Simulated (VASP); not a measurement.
Level of theory: LDA (Ceperley-Alder, Perdew-Zunger), VASP's LDA PAW potentials (set 64) (plane waves; VASP).

VASP ran on this input.

### INCAR
```
SYSTEM=Rh
PREC=Accurate; ENCUT=500; LREAL=.False.
LASPH=.True.
EDIFF=1E-6; NELM=100; ALGO=Normal
LMAXMIX=4
ISMEAR=1; SIGMA=0.1
IBRION=2; NSW=40; ISIF=3
EDIFFG=-0.02; PSTRESS=50
LWAVE=.False.; LCHARG=.False.
```

File POSCAR:
```
Rh
1
    0.0000000000     1.8785900288     1.8785900288
    1.8785900288     0.0000000000     1.8785900288
    1.8785900288     1.8785900288     0.0000000000
Rh
1
Direct
  0.0000000000   0.0000000000   0.0000000000
```

File KPOINTS:
```
Automatic mesh
0
Gamma
17 17 17
0 0 0
```

POTCAR, in this order: Rh_pv (LDA.64 set). Program: vasp_std.

Output of the run:

OSZICAR:
```
       N       E                     dE             d eps       ncg     rms          rms(c)
DAV:   1     0.109839123606E+03    0.10984E+03   -0.92218E+03  3630   0.143E+03
DAV:   2    -0.782258678280E+01   -0.11766E+03   -0.11260E+03  3738   0.380E+02
DAV:   3    -0.924294367575E+01   -0.14204E+01   -0.13984E+01  4227   0.475E+01
DAV:   4    -0.925140250944E+01   -0.84588E-02   -0.84580E-02  3974   0.378E+00
DAV:   5    -0.925153669857E+01   -0.13419E-03   -0.13419E-03  4182   0.441E-01    0.116E+01
DAV:   6    -0.871535159738E+01    0.53619E+00   -0.12159E+00  3786   0.165E+01    0.398E+00
DAV:   7    -0.869201433121E+01    0.23337E-01   -0.23801E-02  4194   0.194E+00    0.186E+00
DAV:   8    -0.868661634831E+01    0.53980E-02   -0.49710E-03  3804   0.118E+00    0.204E-01
DAV:   9    -0.868646359800E+01    0.15275E-03   -0.16067E-04  4284   0.214E-01    0.473E-02
DAV:  10    -0.868647005174E+01   -0.64537E-05   -0.34979E-06  3993   0.266E-02    0.293E-03
DAV:  11    -0.868647003771E+01    0.14032E-07   -0.19102E-07  2166   0.640E-03
   1 F= -.82726748E+01 E0= -.82729016E+01  d E =-.827267E+01
       N       E                     dE             d eps       ncg     rms          rms(c)
DAV:   1    -0.969938066751E+01   -0.10129E+01   -0.16294E+01  3837   0.671E+01    0.940E+00
DAV:   2    -0.865570503514E+01    0.10437E+01   -0.23637E+00  3756   0.242E+01    0.138E+00
DAV:   3    -0.863388481801E+01    0.21820E-01   -0.58644E-02  4002   0.349E+00    0.928E-01
DAV:   4    -0.863461017266E+01   -0.72535E-03   -0.51796E-03  3870   0.974E-01    0.194E-01
DAV:   5    -0.863494766570E+01   -0.33749E-03   -0.35916E-04  4164   0.229E-01    0.292E-02
DAV:   6    -0.863491808756E+01    0.29578E-04   -0.11121E-05  3834   0.509E-02    0.405E-03
DAV:   7    -0.863491806139E+01    0.26171E-07   -0.44271E-07  2442   0.108E-02
   2 F= -.82455725E+01 E0= -.82457444E+01  d E =0.271023E-01
       N       E                     dE             d eps       ncg     rms          rms(c)
DAV:   1    -0.929983551229E+01   -0.66492E+00   -0.96065E+00  3819   0.533E+01    0.542E+00
DAV:   2    -0.868844830059E+01    0.61139E+00   -0.14867E+00  3756   0.187E+01    0.143E+00
DAV:   3    -0.868263257425E+01    0.58157E-02   -0.20884E-02  3996   0.200E+00    0.731E-01
DAV:   4    -0.868334702387E+01   -0.71445E-03   -0.32267E-03  3879   0.753E-01    0.121E-01
DAV:   5    -0.868349786218E+01   -0.15084E-03   -0.13456E-04  4134   0.138E-01    0.249E-02
DAV:   6    -0.868347998091E+01    0.17881E-04   -0.64130E-06  3828   0.405E-02    0.417E-03
DAV:   7    -0.868347993114E+01    0.49772E-07   -0.86896E-08  2250   0.426E-03
   3 F= -.82758580E+01 E0= -.82760713E+01  d E =-.318316E-02
```

OUTCAR:
```
------------------------ aborting loop because EDIFF is reached ----------------------------------------
  FORCE on cell =-STRESS in cart. coord.  units (eV):
  Direction    XX          YY          ZZ          XY          YZ          ZX
  --------------------------------------------------------------------------------------
  Total        0.3988710      0.3988710      0.3988710      0.0000000     -0.0000000      0.0000000
  in kB       48.9265842     48.9265842     48.9265842      0.0000000     -0.0000000      0.0000000
  external PRESSURE =      -1.0734158 kB  Pullay stress =      50.0000000 kB
  volume of cell :       13.06
      direct lattice vectors                 reciprocal lattice vectors
     0.000000000  1.869201175  1.869201175    -0.267493947  0.267493947  0.267493947
     1.869201175  0.000000000  1.869201175     0.267493947 -0.267493947  0.267493947
     1.869201175  1.869201175  0.000000000     0.267493947  0.267493947 -0.267493947
 POSITION                                       TOTAL-FORCE (eV/Angst)
 -----------------------------------------------------------------------------------
      0.00000      0.00000      0.00000         0.000000      0.000000      0.000000
 -----------------------------------------------------------------------------------
    total drift:                               -0.000000     -0.000000     -0.000000
  FREE ENERGIE OF THE ION-ELECTRON SYSTEM (eV)
  ---------------------------------------------------
  free  energy   TOTEN  =        -8.6834799311 eV

  energy  without entropy=       -8.6841197758  energy(sigma->0) =       -8.68369321
  enthalpy is  TOTEN    =        -8.2758579890 eV   P V=        0.4076219422

 reached required accuracy - stopping structural energy minimisation
```
(Selected blocks of OUTCAR.)

CONTCAR:
```
Rh
   1.00000000000000
     0.0000000000000000    1.8692011753509139    1.8692011753509139
     1.8692011753509139    0.0000000000000000    1.8692011753509139
     1.8692011753509139    1.8692011753509139    0.0000000000000000
  Rh
     1
Direct
     0.0000000000000000    0.0000000000000000    0.0000000000000000
```

The compound is Rh in the fcc structure. This run relaxes it under an external pressure of 5 GPa. Symmetry was kept, so distortions that lower it aren't found.
